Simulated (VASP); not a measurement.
Consider the following.

```
CELL_PARAMETERS angstrom
      4.89275     0.00000     0.00000
      0.00000     4.89275     0.00000
      0.00000     0.00000     4.89275
ATOMIC_POSITIONS crystal
  Tl 0.00000 0.50000 0.50000
  Tl 0.50000 0.00000 0.50000
  Tl 0.50000 0.50000 0.00000
  Bi 0.00000 0.00000 0.00000
```

All values below come from PBEsol GGA, VASP's PBE PAW potentials (set 64) (plane waves; VASP). Settings: 400 eV cut-off, 7×7×7 Γ-centred mesh, tetrahedra with Blöchl corrections, potentials Tl_d Bi_d.

Unless said otherwise, spin-orbit coupling is left out, though it shifts the bands of the heavy elements here.

Problem. Tabulate the total density of states (states/eV per cell) against energy (eV; zero at the valence-band maximum or, without a gap, the Fermi level).

Solution. 
| E (eV) | DOS (states/eV) |
|---|---|
| -9.99 | 1.48 |
| -9.64 | 0.39 |
| -9.29 | 0.00 |
| -8.95 | 0.00 |
| -8.60 | 0.00 |
| -8.25 | 0.00 |
| -7.90 | 0.63 |
| -7.55 | 1.52 |
| -7.20 | 2.03 |
| -6.85 | 0.81 |
| -6.50 | 0.28 |
| -6.16 | 1.04 |
| -5.81 | 2.64 |
| -5.46 | 2.44 |
| -5.11 | 1.44 |
| -4.76 | 1.50 |
| -4.41 | 1.20 |
| -4.07 | 1.04 |
| -3.72 | 0.50 |
| -3.37 | 0.16 |
| -3.13 | 0.37 |
| -2.79 | 0.52 |
| -2.44 | 0.85 |
| -2.09 | 1.41 |
| -1.74 | 2.35 |
| -1.39 | 2.84 |
| -1.04 | 3.85 |
| -0.69 | 1.52 |
| -0.35 | 1.67 |
| 0.00 | 2.76 |
| 0.35 | 0.91 |
| 0.70 | 2.33 |
| 1.05 | 1.33 |
| 1.40 | 1.17 |
| 1.75 | 2.30 |
| 2.09 | 1.54 |
| 2.44 | 3.00 |
| 2.79 | 2.05 |
| 3.14 | 3.13 |
| 3.49 | 2.79 |
Within 2 eV below the Fermi level the largest weight inside VASP's projection spheres is Bi p, then Tl p.

The structure comes from a computed database's Tl3Bi entry (Pm-3m); how it stands against other phases isn't given here. It was relaxed first, which changed the volume by -5 %.
